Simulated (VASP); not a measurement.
Calculation: r2SCAN meta-GGA with spin-orbit coupling, VASP's PBE PAW potentials (set 64) (plane waves; VASP).

The input files of a VASP run:

KPOINTS:
```
K-points
0
Gamma
  11 11 11
```

### INCAR
```
SYSTEM = Pb
PREC = Accurate; ENCUT = 400; LREAL = .False.
LASPH = .True.
EDIFF = 1E-6; NELM = 100; ALGO = Normal
LMAXMIX = 4; LMIXTAU = .True.
ISMEAR = 0; SIGMA = 0.05
METAGGA = R2SCAN; GGA_COMPAT = .False.
MAGMOM = 3*0; LSORBIT = .True.
LWAVE = .False.; LCHARG = .False.
```

### KPOINTS_OPT
```
k-points along high-symmetry lines
8
Line-mode
Reciprocal
  0.000000   0.000000   0.000000 ! GAMMA
  0.500000   0.000000   0.500000 ! X

  0.500000   0.000000   0.500000 ! X
  0.625000   0.250000   0.625000 ! U

  0.375000   0.375000   0.750000 ! K
  0.000000   0.000000   0.000000 ! GAMMA

  0.000000   0.000000   0.000000 ! GAMMA
  0.500000   0.500000   0.500000 ! L

  0.500000   0.500000   0.500000 ! L
  0.500000   0.250000   0.750000 ! W

  0.500000   0.250000   0.750000 ! W
  0.500000   0.000000   0.500000 ! X
```

File POSCAR:
```
Pb
3.5276840
  0.0000000000   0.7071067956   0.7071067956
  0.7071067956   0.0000000000   0.7071067956
  0.7071067956   0.7071067956   0.0000000000
Pb
1
Cartesian
  0.0000000000   0.0000000000   0.0000000000
```

POTCAR, in this order: Pb_d (PBE.64 set). Program: vasp_ncl.

What does the run give for the energy per atom (σ→0), band gap (over mesh and band path)?

```json
{
  "energy per atom (σ→0)": "-56.810 eV/atom",
  "band gap (over mesh and band path)": "none (metal, semimetal or under 0.01 eV)"
}
```

File OSZICAR:
```
...
DAV:  11    -0.568097323529E+02   -0.38091E-03   -0.96596E-04  3118   0.625E-01    0.475E-02
DAV:  12    -0.568106160010E+02   -0.88365E-03   -0.10663E-03  3030   0.707E-01    0.155E-02
DAV:  13    -0.568105490545E+02    0.66946E-04   -0.23740E-04  2536   0.152E-01    0.138E-02
DAV:  14    -0.568106471852E+02   -0.98131E-04   -0.11450E-04  2584   0.151E-01    0.587E-03
DAV:  15    -0.568106496978E+02   -0.25125E-05   -0.10966E-05  2902   0.462E-02    0.275E-03
DAV:  16    -0.568106501404E+02   -0.44260E-06   -0.35836E-07  1884   0.102E-02
   1 F= -.56810650E+02 E0= -.56810369E+02  d E =-.563020E-03  mag=     0.0000    -0.0000     0.0000
       N       E                     dE             ncg
```

The compound is Pb in the fcc structure. It was relaxed first.
